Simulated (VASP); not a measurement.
# A VASP study of EuAg4Sb2 (PBEsol + U): structure first, properties next, part 2 of 2

Aim: relax EuAg4Sb2 with PBEsol + U, compute its properties on that cell and hold them against experiment. The start is a cell from a database of measured crystal structures.

VASP 6.6.1, plane waves and PAW; the level of theory is named at each step.

Still holding for the runs below: The cell holds one magnetic atom, so no antiferromagnetic order fits into it. Experiment finds antiferromagnetic order in this phase (below 10.5 K, arxiv:2406.18252), so this ferromagnetic run describes another state.

So far. Step 3 (Second relaxation): It ends with a largest force of 0.009 eV/Å and a pressure of 0.01 GPa. The volume moved by under 0.01 %: the run met its threshold at the first step. Step 4 (Density, ELF and potential (PBEsol + U)): In this run the pressure is 0.01 GPa, small enough to go on. The relaxed cell has a = 4.667, c = 24.453 Å (conventional setting).

## (5) Bands along the symmetry lines (PBEsol + U) (continued)

Spin down. The electronic bands at the labelled points (eV, zero at the Fermi level; # counts the bands kept):

| point | #23 | #24 | #25 | #26 | #27 | #28 | #29 | #30 |
| --- | --- | --- | --- | --- | --- | --- | --- | --- |
| Γ | -0.49 | -0.49 | 0.31 | 0.60 | 0.60 | 1.34 | 1.55 | 2.40 |
| 0.45 of the way | -1.87 | -1.11 | -0.65 | -0.29 | 1.07 | 1.45 | 1.83 | 2.91 |
| L | -2.49 | -2.46 | -2.26 | -0.55 | 1.09 | 1.57 | 2.03 | 2.77 |
| 0.45 of the way | -3.09 | -2.49 | -1.98 | -1.38 | 1.17 | 2.12 | 2.67 | 2.76 |
| B1 | -2.98 | -2.66 | -1.50 | -1.42 | 0.11 | 1.91 | 2.83 | 3.57 |
| jump to B | -2.98 | -2.66 | -1.50 | -1.42 | 0.11 | 1.91 | 2.83 | 3.57 |
| 0.45 of the way | -2.25 | -1.66 | -1.45 | -1.03 | 0.79 | 1.78 | 2.48 | 2.70 |
| Z | -0.44 | -0.44 | 0.51 | 0.51 | 0.62 | 1.16 | 2.41 | 2.41 |
| 0.45 of the way | -0.46 | -0.46 | 0.51 | 0.55 | 0.55 | 1.15 | 2.31 | 2.44 |
| Γ | -0.49 | -0.49 | 0.31 | 0.60 | 0.60 | 1.34 | 1.55 | 2.40 |
| 0.55 of the way | -2.62 | -1.85 | -1.67 | -0.83 | 1.44 | 2.31 | 2.59 | 2.66 |
| X | -3.09 | -2.66 | -1.60 | -1.38 | 0.14 | 2.05 | 2.74 | 3.53 |
| jump to Q | -3.09 | -2.66 | -1.60 | -1.38 | 0.14 | 2.05 | 2.74 | 3.53 |
| 0.45 of the way | -3.15 | -1.99 | -1.67 | -1.22 | -0.24 | 1.94 | 2.22 | 2.94 |
| F | -2.25 | -2.02 | -1.65 | -0.88 | -0.48 | 1.27 | 1.36 | 3.99 |
| 0.45 of the way | -2.26 | -2.04 | -1.70 | -0.87 | -0.40 | 1.31 | 1.37 | 3.72 |
| P1 | -2.29 | -2.14 | -1.80 | -0.81 | -0.15 | 1.39 | 1.44 | 3.38 |
| 0.45 of the way | -1.74 | -1.57 | -1.16 | -0.59 | 0.62 | 1.45 | 1.90 | 3.22 |
| Z | -0.44 | -0.44 | 0.51 | 0.51 | 0.62 | 1.16 | 2.41 | 2.41 |
| jump to L | -2.49 | -2.46 | -2.26 | -0.55 | 1.09 | 1.57 | 2.03 | 2.77 |
| 0.45 of the way | -2.44 | -2.36 | -2.19 | -0.63 | 0.75 | 1.51 | 1.71 | 3.08 |
| P | -2.29 | -2.14 | -1.80 | -0.81 | -0.15 | 1.39 | 1.44 | 3.38 |

Of the projections kept (Eu, Ag, Sb), the largest for each band there; the rest of the weight can lie on other orbitals:

| point | #23 | #24 | #25 | #26 | #27 | #28 | #29 | #30 |
| --- | --- | --- | --- | --- | --- | --- | --- | --- |
| Γ | Sb 0.44 | Sb 0.44 | Sb 0.54 | Sb 0.54 | Sb 0.54 | Ag 0.58 | Ag 0.53 | Ag 0.51 |
| L | Ag 0.49 | Ag 0.74 | Ag 0.46 | Ag 0.54 | Ag 0.53 | Ag 0.85 | Ag 0.55 | Ag 0.51 |
| B1 | Ag 0.81 | Ag 0.77 | Ag 0.55 | Ag 0.53 | Ag 0.72 | Ag 0.56 | Ag 0.49 | Eu 0.51 |
| B | Ag 0.81 | Ag 0.77 | Ag 0.55 | Ag 0.53 | Ag 0.72 | Ag 0.56 | Ag 0.49 | Eu 0.51 |
| Z | Sb 0.44 | Sb 0.44 | Sb 0.55 | Sb 0.55 | Ag 0.59 | Ag 0.63 | Ag 0.45 | Ag 0.45 |
| Γ | Sb 0.44 | Sb 0.44 | Sb 0.54 | Sb 0.54 | Sb 0.54 | Ag 0.58 | Ag 0.53 | Ag 0.51 |

There is no gap at this level.

## (6) Total and projected DOS (PBEsol + U)

A density of states needs more k-points than a total energy; ISMEAR = -5 takes tetrahedra, and LORBIT projects the states on the PAW spheres. The mesh is finer than in the run before.

INCAR reads:

```
SYSTEM = EuAg4Sb2
PREC = Accurate
ENCUT = 450
EDIFF = 1E-06
NELM = 150
ISMEAR = -5
SIGMA = 0.2
LREAL = .FALSE.
ALGO = Normal
GGA = PS
NBANDS = 58
ISPIN = 2
MAGMOM = 6.756 -0.002 -0.002 -0.006 -0.006 -0.018 -0.018
LDAU = .TRUE.
LDAUTYPE = 2
LDAUL = 3 -1 -1
LDAUU = 7 0 0
LDAUJ = 0 0 0
LDAUPRINT = 1
LASPH = .TRUE.
LMAXMIX = 6
AMIX = 0.2
BMIX = 1E-04
AMIX_MAG = 0.8
BMIX_MAG = 1E-04
LORBIT = 11
LWAVE = .FALSE.
LCHARG = .FALSE.
KPAR = 4
NEDOS = 2001
```

POSCAR reads:

```
EuAg4Sb2
1.0
    2.3332787464      1.3471191123      8.1510520038
   -2.3332787464      1.3471191123      8.1510520038
    0.0000000000     -2.6942382246      8.1510520038
Eu Ag Sb
1 4 2
Direct
    0.0000000000      0.0000000000      0.0000000000
    0.1430778566      0.1430778566      0.1430778566
    0.8569221434      0.8569221434      0.8569221434
    0.4358117185      0.4358117185      0.4358117185
    0.5641882815      0.5641882815      0.5641882815
    0.2577397176      0.2577397176      0.2577397176
    0.7422602824      0.7422602824      0.7422602824
```

KPOINTS reads:

```
Automatic mesh
0
Gamma
8 8 8
0 0 0
```

Potentials, in the order of the species: Eu, Ag and Sb (PBE family, release 64).

Started as:

```bash
mpirun -np 4 vasp_std
```

Wall time 8.1 min (4 MPI ranks of Intel Xeon 6975P-C (Granite Rapids), shared host); peak memory 4.5 GiB.

Flat bands give spikes narrower than the energy grid here, so the curve is not tabled. With tetrahedra the forces and stress of a metal are not exact derivatives of the energy.

Numbers from this step:

```yaml
scf_cycles: 19
irreducible_k_points: 65
free_energy_toten: -35.49 eV
fermi_energy: 7.291 eV
pressure: 0.1512 GPa
moment_of_the_cell_from_the_last_line_of_the_log: 7.049 μB
dos_at_the_fermi_level: 1.344 states/eV/cell
```

The finer mesh and the other smearing move the Fermi level by -0.00 eV from the 6×6×6 run, a small shift, which tests the Fermi level alone.

## (7) Zone-centre phonons (PBEsol + U)

Zone-centre modes test whether the atoms sit at a minimum within this cell. IBRION = 6 takes the force constants from differences of forces between displaced cells, so the forces must be tight.

Edit INCAR of step 6 so:

```diff
@@ -3,5 +3,5 @@
 ENCUT = 450
-EDIFF = 1E-06
+EDIFF = 1E-08
 NELM = 150
-ISMEAR = -5
+ISMEAR = 1
 SIGMA = 0.2
@@ -10,3 +10,3 @@
 GGA = PS
-NBANDS = 58
+NBANDS = 47
 ISPIN = 2
@@ -29,2 +29,6 @@
 KPAR = 4
-NEDOS = 2001
+IBRION = 6
+NFREE = 2
+POTIM = 0.015
+ISIF = 2
+NSW = 1
```

POSCAR is that of step 6.

KPOINTS is that of step 6.

Started as:

```bash
mpirun -np 4 vasp_std
```

It took 1.7 h on 4 MPI ranks; peak memory 14 GiB.

The run was stopped at its time limit, by a STOPCAR file.

More ranks or a longer limit would be the way on.

## (8) What came out

```json
{"relaxed volume": "21.96 Å³/atom", "relaxed conventional cell a, b, c": "4.667, 4.667, 24.453 Å; angles 90.0, 90.0, 120.0°", "space group after relaxing, within 0.02 Å": "R-3m (No. 166)", "moment of the cell (6×6×6 mesh)": "7.05 μB", "largest site moment (6×6×6 mesh)": "6.76 μB on Eu1", "band gap": "none, a metal", "DOS at the Fermi level": "1.34 states/eV/cell"}
```

What this shows: With PBEsol + U, EuAg4Sb2 relaxes to 21.96 Å³/atom in space group R-3m, comes out as a metal and keeps moments of up to 6.76 μB (6×6×6 mesh). Against the listed cell the volume lies -3.3 % (a -1.2 %, c -1.0 %). Not obtained: zone-centre phonons (PBEsol + U), because the run hit its time limit. Bands along the symmetry lines (PBEsol + U), spin up: Of the bands kept, 3 cross the Fermi level on this path. Bands along the symmetry lines (PBEsol + U), spin down: Of the bands kept, 3 cross the Fermi level on this path. Spin-orbit coupling is left out, and with elements this heavy it would split and shift bands near the Fermi level. Only the typed magnetic starts were tried, so the magnetic ground state may differ and with it the other results. Only ferromagnetic starts were used, while the crystal orders antiferromagnetically, so what depends on the order belongs to another state. No search among competing phases was made, and a listed structure need not be the one stable at ambient conditions. All values are for a static lattice at zero temperature.

Comparison with the measured values:

```
              quantity  measured    PBEsol, DFT+U
lattice constant a (Å)    4.7189   4.667 (-1.1 %)
lattice constant c (Å)    24.661  24.453 (-0.8 %)
```

Measured values from arxiv:2406.18252 (2024).

Verdict: The lattice constant a is off by -1.1 %. The lattice constant c is off by -0.8 %. The runs are ferromagnetic and the sample is antiferromagnetic, so the match is not graded. For lattice constants the calculation has a static lattice, without zero-point motion or thermal expansion (measured at up to 300 K).

[Lines on the potential files, build, host, timing and source positions are cut from VASP's logs without a mark.]

[Logs are printed without paths, hosts, clocks, repeated set-up lines and the standing remarks that a program may print on its own settings, such as how far it seeks lower states.]

[Hosts, paths, dates, database ids (printed as entryN), source tags and the programs' standing remarks are cut or masked in the printed files.]

[A measured line is paired with the nearest computed mode of its activity, which favours agreement.]
